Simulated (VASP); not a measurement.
Consider the following.

```
CELL_PARAMETERS angstrom
      4.25482     0.00000     0.00000
     -2.12741     3.68478     0.00000
      0.00000     0.00000     6.94095
ATOMIC_POSITIONS crystal
  Cd 0.66667 0.33333 0.49995
  Cd 0.33333 0.66667 0.99995
  Se 0.66667 0.33333 0.87591
  Se 0.33333 0.66667 0.37591
```

Computed with PBE GGA, VASP's PBE PAW potentials (set 64) (plane waves; VASP). Settings: 300 eV cut-off, 5×5×3 Γ-centred mesh shifted by (0.5, 0.5, 0.5), Gaussian smearing of 0.010 eV, potentials Cd Se.

At this cut-off the stress carries a Pulay error, which pulls relaxed volumes low.

Predict the energy per atom (σ→0), pressure.

The energy per atom (σ→0) comes out as -2.707 eV/atom and the pressure is 5.25 GPa.

The structure comes from a computed database's CdSe entry; how it stands against other phases isn't given here. The cell was not relaxed at this level.
